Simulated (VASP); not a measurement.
Given:

```
GaS
1.0
    3.62692     0.00000     0.00000
   -1.81346     3.14100     0.00000
    0.00000     0.00000    16.80933
Ga S
4 4
Cartesian
  0.00000   2.09400   2.96767
  1.81346   1.04700  11.37234
  1.81346   1.04700  13.84166
  0.00000   2.09400   5.43699
  0.00000   2.09400  10.28892
  1.81346   1.04700   1.88426
  1.81346   1.04700   6.52041
  0.00000   2.09400  14.92507
```

All values below come from PBE GGA, VASP's PBE PAW potentials (set 64) (plane waves; VASP 6.6.1). Run with 400 eV cut-off, Gaussian smearing of 0.050 eV, potentials Ga_d S.

Without a dispersion term in the relaxation, distances and binding between the weakly bound layers, chains or molecules are unreliable, and so is what depends on them.

Give the energies of bands 29 to 42 at the high-symmetry points, in eV from the valence-band maximum.

| band | Γ | M | K | A | L | H |
|---|---|---|---|---|---|---|
| 29 | -1.26 | -3.46 | -4.45 | -1.25 | -3.36 | -4.42 |
| 30 | -1.26 | -3.25 | -4.39 | -1.25 | -3.36 | -4.42 |
| 31 | -1.23 | -2.52 | -4.08 | -1.25 | -2.50 | -4.04 |
| 32 | -1.23 | -2.48 | -4.00 | -1.25 | -2.50 | -4.04 |
| 33 | -1.16 | -2.31 | -2.54 | -1.15 | -2.28 | -2.53 |
| 34 | -1.16 | -2.29 | -2.54 | -1.15 | -2.28 | -2.53 |
| 35 | -1.14 | -2.26 | -1.92 | -1.15 | -2.17 | -1.96 |
| 36 | -1.14 | -2.07 | -1.92 | -1.15 | -2.17 | -1.96 |
| 37 | -0.80 | -1.62 | -1.66 | -0.42 | -1.52 | -1.63 |
| 38 | -0.01 | -1.42 | -1.66 | -0.42 | -1.52 | -1.63 |
| 39 | 1.87 | 2.04 | 2.33 | 2.13 | 2.15 | 2.43 |
| 40 | 2.33 | 2.18 | 2.55 | 2.13 | 2.15 | 2.43 |
| 41 | 3.12 | 2.28 | 3.44 | 3.14 | 2.34 | 3.42 |
| 42 | 3.17 | 2.50 | 3.44 | 3.14 | 2.34 | 3.42 |

The gap is indirect, 1.87 eV, from the valence maximum at K-Γ at 0.89 to the conduction minimum at Γ.

The structure was generated: GaS was put into the beta-GaS type (P6_3/mmc), which need not be its known phase. It was relaxed first, which changed the volume by +11 %.
